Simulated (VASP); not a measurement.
# BaZrO3 (Pm-3m) in VASP: a series of runs, part 2 of 2

VASP 6.6.1. Earlier steps stand in the parts before.

## (4) Single point, PBE

This run uses another cell than the first one, of 14.87 Å³/atom, 0.984 times its volume.

INCAR

```
  ALGO = Normal
  EDIFF = 1E-6
  ENCUT = 520
  GGA = PE
  ISIF = 2
  ISMEAR = 0
  LASPH = True
  LCHARG = True
  LELF = True
  LREAL = False
  LVHAR = True
  LWAVE = False
  NBANDS = 28
  NELM = 100
  PREC = Accurate
  SIGMA = 0.1
```

KPOINTS

```
k-points
0
Gamma
  4 4 4
```

POSCAR

```
BaZrO3
1.0
    4.2052011123      0.0000000000      0.0000000000
    0.0000000000      4.2052011123      0.0000000000
    0.0000000000      0.0000000000      4.2052011123
Ba Zr O
1 1 3
Direct
    0.5000000000      0.5000000000      0.5000000000
    0.0000000000      0.0000000000      0.0000000000
    0.5000000000      0.0000000000      0.0000000000
    0.0000000000      0.5000000000      0.0000000000
    0.0000000000      0.0000000000      0.5000000000
```

Potentials or basis: VASP PAW PBE potentials, release 64 (Ba_sv, Zr_sv, O).

The run is started by

```sh
cat potpaw_PBE.64/Ba_sv/POTCAR potpaw_PBE.64/Zr_sv/POTCAR potpaw_PBE.64/O/POTCAR > POTCAR
mpirun -np 1 vasp_std > vasp.out
```

OUTCAR:

```text
EDIFF = 1E-6
   ENCUT = 520
   GGA = PE
   ISIF = 2
   ISMEAR = 0
   LASPH = True
   LREAL = False
   NELM = 100
   PREC = Accurate

 ion  position               nearest neighbor table
   1  0.500  0.500  0.500-   3 2.97   4 2.97   5 2.97   3 2.97   4 2.97   3 2.97   5 2.97   3 2.97
                             4 2.97   5 2.97   4 2.97   5 2.97   2 3.64   2 3.64   2 3.64   2 3.64
   2  0.000  0.000  0.000-   3 2.10   4 2.10   5 2.10   5 2.10   4 2.10   3 2.10   1 3.64   1 3.64
                             1 3.64   1 3.64   1 3.64   1 3.64   1 3.64   1 3.64
   3  0.500  0.000  0.000-   2 2.10   2 2.10   1 2.97   1 2.97   1 2.97   1 2.97
   4  0.000  0.500  0.000-   2 2.10   2 2.10   1 2.97   1 2.97   1 2.97   1 2.97
   5  0.000  0.000  0.500-   2 2.10   2 2.10   1 2.97   1 2.97   1 2.97   1 2.97

  LATTYP: Found a simple cubic cell.
 ALAT       =     4.2052011123

  Lattice vectors:

 A1 = (   4.2052011123,   0.0000000000,   0.0000000000)
 A2 = (   0.0000000000,   4.2052011123,   0.0000000000)
 A3 = (   0.0000000000,   0.0000000000,   4.2052011123)

Analysis of symmetry for initial positions (statically):
=====================================================================
[... 168 lines left out ...]
 cond. band min:       6.8828950550   @ k =   0.0000   0.0000   0.0000
 fundamental gap:      3.1611980323
 Fermi energy:         4.2915941801

 k-point     1 :       0.0000    0.0000    0.0000
  band No.  band energies     occupation
      1     -43.3697      2.00000
      2     -21.6268      2.00000
      3     -21.5167      2.00000
      4     -21.5167      2.00000
      5     -21.5167      2.00000
      6     -12.6333      2.00000
[... 299 lines left out ...]
     27      12.7985      0.00000
     28      12.7985      0.00000

------------------------ aborting loop because EDIFF is reached ----------------------------------------

  FORCE on cell =-STRESS in cart. coord.  units (eV):
  Direction    XX          YY          ZZ          XY          YZ          ZX
  --------------------------------------------------------------------------------------
  -------------------------------------------------------------------------------------
  Total        1.6021351      1.6021351      1.6021351     -0.0000000     -0.0000000      0.0000000
  in kB       34.5182995     34.5182995     34.5182995     -0.0000000     -0.0000000      0.0000000
  external PRESSURE =      34.5182995 kB  Pullay stress =       0.0000000 kB

 VOLUME and BASIS-vectors are now :
 -----------------------------------------------------------------------------
  energy-cutoff  :      520.00
  volume of cell :       74.36
      direct lattice vectors                 reciprocal lattice vectors
     4.205201112  0.000000000  0.000000000     0.237800755  0.000000000  0.000000000
     0.000000000  4.205201112  0.000000000     0.000000000  0.237800755  0.000000000
     0.000000000  0.000000000  4.205201112     0.000000000  0.000000000  0.237800755

 POSITION                                       TOTAL-FORCE (eV/Angst)
 -----------------------------------------------------------------------------------
      2.10260      2.10260      2.10260         0.000000      0.000000      0.000000
      0.00000      0.00000      0.00000         0.000000      0.000000      0.000000
      2.10260      0.00000      0.00000         0.000000      0.000000      0.000000
      0.00000      2.10260      0.00000         0.000000      0.000000      0.000000
      0.00000      0.00000      2.10260         0.000000      0.000000      0.000000
 -----------------------------------------------------------------------------------
    total drift:                                0.000000      0.000000     -0.000000

  FREE ENERGIE OF THE ION-ELECTRON SYSTEM (eV)
  ---------------------------------------------------
  free  energy   TOTEN  =       -41.6964326081 eV

  energy  without entropy=      -41.6964326081  energy(sigma->0) =      -41.69643261
```

OSZICAR:

```text
N       E                     dE             d eps       ncg     rms          rms(c)
DAV:   1     0.312391225765E+03    0.31239E+03   -0.21940E+04   560   0.139E+03
DAV:   2    -0.295211002988E+02   -0.34191E+03   -0.33109E+03   712   0.335E+02
DAV:   3    -0.483761620038E+02   -0.18855E+02   -0.18779E+02   748   0.820E+01
DAV:   4    -0.492968494692E+02   -0.92069E+00   -0.91963E+00   872   0.130E+01
DAV:   5    -0.493056209382E+02   -0.87715E-02   -0.87693E-02   732   0.129E+00    0.284E+01
DAV:   6    -0.417999078424E+02    0.75057E+01   -0.39457E+01   656   0.381E+01    0.125E+01
DAV:   7    -0.417115385689E+02    0.88369E-01   -0.27633E+00   812   0.900E+00    0.756E+00
DAV:   8    -0.416982174046E+02    0.13321E-01   -0.33677E-01   636   0.411E+00    0.678E-01
DAV:   9    -0.416951121690E+02    0.31052E-02   -0.57994E-02   764   0.129E+00    0.491E-01
DAV:  10    -0.416967612962E+02   -0.16491E-02   -0.15359E-02   740   0.999E-01    0.232E-01
DAV:  11    -0.416963758299E+02    0.38547E-03   -0.19257E-03   688   0.343E-01    0.388E-02
DAV:  12    -0.416964367030E+02   -0.60873E-04   -0.17947E-04   664   0.897E-02    0.419E-02
DAV:  13    -0.416964323709E+02    0.43321E-05   -0.29980E-05   784   0.361E-02    0.525E-03
DAV:  14    -0.416964326081E+02   -0.23723E-06   -0.48380E-06   656   0.161E-02
   1 F= -.41696433E+02 E0= -.41696433E+02  d E =-.212147E-16
```

It took 9.2 s on 1 thread of Intel Xeon 6975P-C (Granite Rapids), shared host; peak memory 0.18 GiB.

What came out:

```yaml
Free_energy: -41.6964 eV
Pressure: 3.5 GPa
Band_gap_on_the_k_mesh: 3.16 eV, indirect (least direct gap 3.40 eV)
```

Caveat: spin-orbit coupling is left out, which moves the levels of the heavy elements. As with any semilocal functional, this PBE gap is likely too small.

## (5) Overview

| task | cell | k mesh | cutoff (eV) | smearing | gap on the mesh (eV) | pressure (GPa) |
| --- | --- | --- | --- | --- | --- | --- |
| single point | Pm-3m, 15.11 Å³/atom | 6 × 6 × 6 | 520 | gaussian 0.02 eV | 3.13 | 0.9 |
| relaxation of cell and atoms | relaxed | 6 × 6 × 6 | 600 | gaussian 0.02 eV | 3.12 | 0.0 |
| single point | Pm-3m, 14.87 Å³/atom | 4 × 4 × 4 | 520 | gaussian 0.1 eV | 3.16 | 3.5 |

Alike in all rows: level PBE; potentials or basis VASP PAW PBE potentials, release 64 (Ba_sv, Zr_sv, O); no spin polarisation.

Caveats: spin-orbit coupling is left out, which moves the levels of the heavy elements.

Absolute energies hang on the potentials; compare differences alone.
